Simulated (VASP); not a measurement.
# LaRu3 (Fm-3m) in VASP: a series of runs

The runs below take LaRu3 through single point, with PBEsol.

All numbers are computed with VASP 6.6.1; they aren't measurements. Logs are shortened: lines on timing, memory, paths and dates and some standing lists are left out, and cuts for length are marked.

## Step 1: The crystal as given

Symmetry: Fm-3m, No. 225, cubic system. The conventional cell has a = 6.441 Å, b = 6.441 Å, c = 6.441 Å, α = 90.00°, β = 90.00°, γ = 90.00°. Around La (site symmetry m-3m) lie 8 Ru at 2.79 Å. Ru (site symmetry m-3m) is surrounded by 8 Ru at 2.79 Å. Ru (site symmetry -43m) has 4 La at 2.79 Å and 4 Ru at 2.79 Å as nearest neighbours.

The cell comes from a database or a generator and needn't be the stable form of this composition.

## Step 2: Single point, PBEsol

The input, INCAR:

```
PREC = Accurate
ENCUT = 520
EDIFF = 1E-6
ISMEAR = 0
SIGMA = 0.05
LREAL = F
LASPH = T
NELM = 100
ALGO = Normal
ISIF = 2
LWAVE = F
LCHARG = F
GGA = PS
NBANDS = 34
```

The input, KPOINTS:

```
Automatic mesh
0
Gamma
  8 8 8
```

The input, POSCAR:

```
LaRu3
1.0
    0.0000000000      3.2206975573      3.2206975573
    3.2206975573      0.0000000000      3.2206975573
    3.2206975573      3.2206975573      0.0000000000
La Ru
1 3
Direct
    0.0000000000      0.0000000000      0.0000000000
    0.5000000000      0.5000000000      0.5000000000
    0.2500000000      0.2500000000      0.2500000000
    0.7500000000      0.7500000000      0.7500000000
```

Potentials or basis: VASP PAW PBE potentials, release 64 (La, Ru_pv).

On the command line:

```
> cat potpaw_PBE.64/La/POTCAR potpaw_PBE.64/Ru_pv/POTCAR > POTCAR
> mpirun -np 1 vasp_std > vasp.out
```

OUTCAR:

```text
PREC = Accurate
   ENCUT = 520
   EDIFF = 1E-6
   ISMEAR = 0
   LREAL = F
   LASPH = T
   NELM = 100
   ISIF = 2
   GGA = PS

 ion  position               nearest neighbor table
   1  0.000  0.000  0.000-   4 2.79   4 2.79   4 2.79   3 2.79   4 2.79   3 2.79   3 2.79   3 2.79
                             2 3.22   2 3.22   2 3.22   2 3.22   2 3.22   2 3.22
   2  0.500  0.500  0.500-   3 2.79   3 2.79   3 2.79   3 2.79   4 2.79   4 2.79   4 2.79   4 2.79
                             1 3.22   1 3.22   1 3.22   1 3.22   1 3.22   1 3.22
   3  0.250  0.250  0.250-   1 2.79   1 2.79   1 2.79   1 2.79   2 2.79   2 2.79   2 2.79   2 2.79
                             4 3.22   4 3.22   4 3.22   4 3.22   4 3.22   4 3.22
   4  0.750  0.750  0.750-   2 2.79   2 2.79   2 2.79   1 2.79   2 2.79   1 2.79   1 2.79   1 2.79
                             3 3.22   3 3.22   3 3.22   3 3.22   3 3.22   3 3.22

  LATTYP: Found a face centered cubic cell.
 ALAT       =     6.4413951146

  Lattice vectors:

 A1 = (   0.0000000000,   3.2206975573,   3.2206975573)
 A2 = (   3.2206975573,   0.0000000000,   3.2206975573)
 A3 = (   3.2206975573,   3.2206975573,   0.0000000000)

Analysis of symmetry for initial positions (statically):
=====================================================================
 Subroutine PRICEL returns:
 Original cell was already a primitive cell.

 Routine SETGRP: Setting up the symmetry group for a
 face centered cubic supercell.

 Subroutine GETGRP returns: Found 48 space group operations
 (whereof 48 operations were pure point group operations)
 out of a pool of 48 trial point group operations.

The static configuration has the point symmetry O_h .

Analysis of symmetry for dynamics (positions and initial velocities):
=====================================================================
 Subroutine PRICEL returns:
 Original cell was already a primitive cell.

 Routine SETGRP: Setting up the symmetry group for a
 face centered cubic supercell.

 Subroutine GETGRP returns: Found 48 space group operations
 (whereof 48 operations were pure point group operations)
 out of a pool of 48 trial point group operations.

The dynamic configuration has the point symmetry O_h .

 Subroutine INISYM returns: Found 48 space group operations
 (whereof 48 operations are pure point group operations),
 and found     1 'primitive' translations

----------------------------------------------------------------------------------------

                                     Primitive cell

  volume of cell :      66.8159

  direct lattice vectors                    reciprocal lattice vectors
     0.000000000  3.220697557  3.220697557    -0.155245872  0.155245872  0.155245872
     3.220697557  0.000000000  3.220697557     0.155245872 -0.155245872  0.155245872
     3.220697557  3.220697557  0.000000000     0.155245872  0.155245872 -0.155245872

  length of vectors
     4.554754166  4.554754166  4.554754166     0.268893738  0.268893738  0.268893738

  position of ions in fractional coordinates (direct lattice)
     0.000000000  0.000000000  0.000000000
     0.500000000  0.500000000  0.500000000
     0.250000000  0.250000000  0.250000000
     0.750000000  0.750000000  0.750000000

  ion indices of the primitive-cell ions
   primitive index   ion index
                 1           1
                 2           2
                 3           3
                 4           4

----------------------------------------------------------------------------------------

 KPOINTS: Automatic mesh

Automatic generation of k-mesh.
 Grid dimensions read from file:
 generate k-points for:    8    8    8

 Generating k-lattice:

  Cartesian coordinates                     Fractional coordinates (reciprocal lattice)
    -0.019405734  0.019405734  0.019405734     0.125000000  0.000000000  0.000000000
     0.019405734 -0.019405734  0.019405734     0.000000000  0.125000000  0.000000000
     0.019405734  0.019405734 -0.019405734     0.000000000  0.000000000  0.125000000

  Length of vectors
     0.033611717  0.033611717  0.033611717

  Shift w.r.t. Gamma in fractional coordinates (k-lattice)
     0.000000000  0.000000000  0.000000000

 Subroutine IBZKPT returns following result:
 ===========================================

 Found     29 irreducible k-points:

 Following reciprocal coordinates:
            Coordinates               Weight
  0.000000  0.000000  0.000000      1.000000
  0.125000  0.000000  0.000000      8.000000
  0.250000  0.000000  0.000000      8.000000
  0.375000  0.000000  0.000000      8.000000
  0.500000  0.000000  0.000000      4.000000
  0.125000  0.125000  0.000000      6.000000
[... 16 lines left out ...]
  0.500000  0.250000  0.125000     48.000000
 -0.375000  0.250000  0.125000     24.000000
 [... further k-points ...]
   k-points           NKPTS =     29   k-points in BZ     NKDIM =     29   number of bands    NBANDS=     34
   number of dos      NEDOS =    301   number of ions     NIONS =      4
   total plane-waves  NPLWV =  46656
   dimension x,y,z NGX =    36 NGY =   36 NGZ =   36
   dimension x,y,z NGXF=    72 NGYF=   72 NGZF=   72
   ions per type =               1   3
   NGX,Y,Z   is equivalent  to a cutoff of  13.14, 13.14, 13.14 a.u.
   NGXF,Y,Z  is equivalent  to a cutoff of  26.28, 26.28, 26.28 a.u.
 SYSTEM =  unknown system
   PREC   = accura    normal or accurate (medium, high low for compatibility)
   ISTART =      0    job   : 0-new  1-cont  2-samecut
   ICHARG =      2    charge: 1-file 2-atom 10-const
   ISPIN  =      1    spin polarized calculation?
   LNONCOLLINEAR =      F non collinear calculations
   LSORBIT =      F    spin-orbit coupling
   LASPH  =      T    aspherical Exc in radial PAW
   ENCUT  =  520.0 eV  38.22 Ry    6.18 a.u.   8.47  8.47  8.47*2*pi/ulx,y,z
   NELM   =    100;   NELMIN=  2; NELMDL= -5     # of ELM steps
   EDIFF  = 0.1E-05   stopping-criterion for ELM
   LREAL  =      F    real-space projection
   EDIFFG = 0.1E-04   stopping-criterion for IOM
   NSW    =      0    number of steps for IOM
   IBRION =     -1    ionic relax: 0-MD 1-quasi-New 2-CG
   NFREE  =      0    steps in history (QN), initial steepest desc. (CG)
   ISIF   =      2    stress and relaxation
   ISYM   =      2    0-nonsym 1-usesym 2-fastsym
   POTIM  = 0.5000    time-step for ionic-motion
   TEBEG  =    0.0;   TEEND  =   0.0 temperature during run
   PSTRESS=    0.0 pullay stress
   NELECT =      53.0000    total number of electrons
   NUPDOWN=      -1.0000    fix difference up-down
   EMIN   =  10.00;   EMAX   =-10.00  energy-range for DOS
   EFERMI =   0.00;   METHOD = LEGACY
   ISMEAR =     0;   SIGMA  =   0.05  broadening in eV -4-tet -1-fermi 0-gaus
   EFERMI_NEDOS =   21; number of points for ismear=-14 and -15
   IALGO  =     38    algorithm
   IMIX   =      4    mixing-type and parameters
     AMIX     =   0.40;   BMIX     =  1.00
     AMIX_MAG =   1.60;   BMIX_MAG =  1.00
  volume/ion in A,a.u.               =      16.70       112.72
  Fermi-wavevector in a.u.,A,eV,Ry     =   1.515445  2.863776 31.246780  2.296574
  Thomas-Fermi vector in A             =   2.624968
   LORBIT       =      0    0 simple, 1 ext, 2 COOP (PROOUT), +10 PAW based schemes
   GGA     = PS    functional components
   LHFCALC =     F    Hartree Fock is set to
   AEXX    =    0.0000 exact exchange contribution
   IVDW    =     0    specifies the selected vdW correction
   LEPSILON=     F    determine dielectric tensor
   LRPA    =     F    only Hartree local field effects (RPA)
 non-spin polarized calculation
 Gauss-broadening in eV      SIGMA  =   0.05
  energy-cutoff  :      520.00
  volume of cell :       66.82
 maximum number of plane-waves:      1826
 NGX is ok and might be reduce to    36
   NGX = 17   NGY = 17   NGZ = 17

 number of electron      53.0000004 magnetization

 Free energy of the ion-electron system (eV)
  ---------------------------------------------------
  ext. energy  EPLUGINS =         0.00000000
  ---------------------------------------------------
  free energy    TOTEN  =       -33.68110693 eV

  energy without entropy =      -33.66732200  energy(sigma->0) =      -33.67421447

 E-fermi :  11.8455     XC(G=0): -13.1095

 val. band max:       11.8402957753   @ k =   0.3750   0.1250   0.0000
 cond. band min:      11.8473353899   @ k =   0.5000   0.3750   0.0000
 fundamental gap:      0.0070396145
 Fermi energy:        11.8454841881

 k-point     1 :       0.0000    0.0000    0.0000
  band No.  band energies     occupation
      1     -30.7340      2.00000
      2     -30.7340      2.00000
      3     -30.7340      2.00000
      4     -30.5678      2.00000
      5     -30.5678      2.00000
      6     -30.5678      2.00000
[... 26 lines left out ...]
     33      15.3577      0.00000
     34      15.6969      0.00000

 k-point     2 :       0.1250    0.0000    0.0000
  band No.  band energies     occupation
      1     -30.7405      2.00000
      2     -30.7405      2.00000
      3     -30.7398      2.00000
      4     -30.5616      2.00000
      5     -30.5616      2.00000
      6     -30.5515      2.00000
[... 26 lines left out ...]
     33      15.1022      0.00000
     34      15.7458      0.00000

 k-point     3 :       0.2500    0.0000    0.0000
  band No.  band energies     occupation
      1     -30.7545      2.00000
      2     -30.7545      2.00000
      3     -30.7457      2.00000
      4     -30.5486      2.00000
      5     -30.5486      2.00000
      6     -30.5233      2.00000
[... 26 lines left out ...]
     33      15.1852      0.00000
     34      15.8148      0.00000

 k-point     4 :       0.3750    0.0000    0.0000
  band No.  band energies     occupation
      1     -30.7666      2.00000
      2     -30.7666      2.00000
      3     -30.7434      2.00000
      4     -30.5376      2.00000
      5     -30.5376      2.00000
      6     -30.5223      2.00000
[... 26 lines left out ...]
     33      15.3088      0.00000
     34      15.8843      0.00000

 k-point     5 :       0.5000    0.0000    0.0000
  band No.  band energies     occupation
      1     -30.7713      2.00000
      2     -30.7713      2.00000
      3     -30.7402      2.00000
      4     -30.5335      2.00000
      5     -30.5335      2.00000
      6     -30.5324      2.00000
[... 621 lines left out ...]
 k-point    22 :       0.3750    0.2500    0.1250
  band No.  band energies     occupation
      1     -30.7787      2.00000
      2     -30.7727      2.00000
      3     -30.7287      2.00000
      4     -30.5325      2.00000
      5     -30.5306      2.00000
      6     -30.5110      2.00000
[... 26 lines left out ...]
     33      15.2247      0.00000
     34      15.7403      0.00000

 k-point    23 :       0.5000    0.2500    0.1250
  band No.  band energies     occupation
      1     -30.7921      2.00000
      2     -30.7687      2.00000
      3     -30.7384      2.00000
      4     -30.5459      2.00000
      5     -30.5182      2.00000
      6     -30.5019      2.00000
[... 26 lines left out ...]
     33      15.4733      0.00000
     34      15.7001      0.00000

 k-point    24 :      -0.3750    0.2500    0.1250
  band No.  band energies     occupation
      1     -30.7972      2.00000
      2     -30.7606      2.00000
      3     -30.7476      2.00000
      4     -30.5569      2.00000
      5     -30.5116      2.00000
      6     -30.5010      2.00000
[... 26 lines left out ...]
     33      15.5325      0.00000
     34      15.6878      0.00000

 [... further k-points ...]

------------------------ aborting loop because EDIFF is reached ----------------------------------------

  FORCE on cell =-STRESS in cart. coord.  units (eV):
  Direction    XX          YY          ZZ          XY          YZ          ZX
  --------------------------------------------------------------------------------------
  -------------------------------------------------------------------------------------
  Total        0.0179449      0.0179449      0.0179449      0.0000000      0.0000000      0.0000000
  in kB        0.4303005      0.4303005      0.4303005      0.0000000      0.0000000      0.0000000
  external PRESSURE =       0.4303005 kB  Pullay stress =       0.0000000 kB

 VOLUME and BASIS-vectors are now :
 -----------------------------------------------------------------------------
  energy-cutoff  :      520.00
  volume of cell :       66.82
      direct lattice vectors                 reciprocal lattice vectors
     0.000000000  3.220697557  3.220697557    -0.155245872  0.155245872  0.155245872
     3.220697557  0.000000000  3.220697557     0.155245872 -0.155245872  0.155245872
     3.220697557  3.220697557  0.000000000     0.155245872  0.155245872 -0.155245872

 POSITION                                       TOTAL-FORCE (eV/Angst)
 -----------------------------------------------------------------------------------
      0.00000      0.00000      0.00000         0.000000      0.000000      0.000000
      3.22070      3.22070      3.22070         0.000000      0.000000      0.000000
      1.61035      1.61035      1.61035        -0.000000     -0.000000     -0.000000
      4.83105      4.83105      4.83105         0.000000      0.000000     -0.000000
 -----------------------------------------------------------------------------------
    total drift:                                0.000000      0.000000      0.000000

  FREE ENERGIE OF THE ION-ELECTRON SYSTEM (eV)
  ---------------------------------------------------
  free  energy   TOTEN  =       -33.6811069317 eV

  energy  without entropy=      -33.6673220016  energy(sigma->0) =      -33.67421447
```

Wall time 95 s (1 thread of Intel Xeon Platinum 8375C at 2.90GHz (Ice Lake), shared host); peak memory 0.24 GiB.

What came out:

| Item | Value |
| --- | --- |
| Free energy | -33.6811 eV |
| Pressure | 0.0 GPa |
| Band gap on the k mesh | none (metal or under the smearing width) |

Caveat: the PAW data sets were made with another functional, which shifts forces and pressure a little.

## Step 3: Single point, PBEsol

This run uses another cell than the first one, of 18.50 Å³/atom, 1.107 times its volume.

The input, INCAR:

```
ALGO     = Fast           # electronic algorithm
EDIFF    = 1E-6           # SCF threshold, eV
ENCUT    = 520            # plane-wave cutoff, eV
GGA      = PS             # functional
ISIF     = 2              # what is computed and relaxed
ISMEAR   = 0              # smearing method
LASPH    = T              # aspherical terms in the spheres
LCHARG   = F              # write CHGCAR
LREAL    = F              # projectors in reciprocal space
LWAVE    = F              # write WAVECAR
NBANDS   = 34             # bands
NELM     = 100            # most SCF steps
PREC     = Accurate       # precision mode
SIGMA    = 0.05           # smearing width, eV
```

The input, KPOINTS:

```
k-points
0
Gamma
  8 8 8
```

The input, POSCAR:

```
LaRu3
1.0
    0.0000000000      3.3320717448      3.3320717448
    3.3320717448      0.0000000000      3.3320717448
    3.3320717448      3.3320717448      0.0000000000
La Ru
1 3
Direct
    0.0000000000      0.0000000000      0.0000000000
    0.5000000000      0.5000000000      0.5000000000
    0.2500000000      0.2500000000      0.2500000000
    0.7500000000      0.7500000000      0.7500000000
```

Potentials or basis: VASP PAW PBE potentials, release 64 (La, Ru_pv).

On the command line:

```
> cat potpaw_PBE.64/La/POTCAR potpaw_PBE.64/Ru_pv/POTCAR > POTCAR
> mpirun -np 1 vasp_std > vasp.out
```

It took 2.9 min on 1 thread of Intel Xeon Platinum 8375C at 2.90GHz (Ice Lake), shared host; peak memory 0.25 GiB.

The run converged. Its results:

| Quantity | Value |
| --- | --- |
| Free energy | -33.3419 eV |
| Pressure | -13.9 GPa |
| Band gap on the k mesh | none (metal or under the smearing width) |

Levels at points of the mesh, in eV from the Fermi level:
```
           k point  band 23  band 24  band 25  band 26  band 27  band 28  band 29  band 30  band 31  band 32
(0.00, 0.00, 0.00)    -1.16    -1.16    -1.16     0.00     0.00     0.28     0.28     2.93     3.37     3.37
(0.50, 0.00, 0.00)    -2.01    -2.01    -1.77    -0.16    -0.16     0.47     0.47     1.39     2.59     3.34
(0.50, 0.50, 0.00)    -1.50    -0.81    -0.27    -0.27    -0.24     0.21     0.88     1.46     2.66     2.66
```

Caveat: the PAW data sets were made with another functional, which shifts forces and pressure a little. Spin-orbit coupling is left out, which matters for the levels of La.

(Continued in part 2 of 2.)
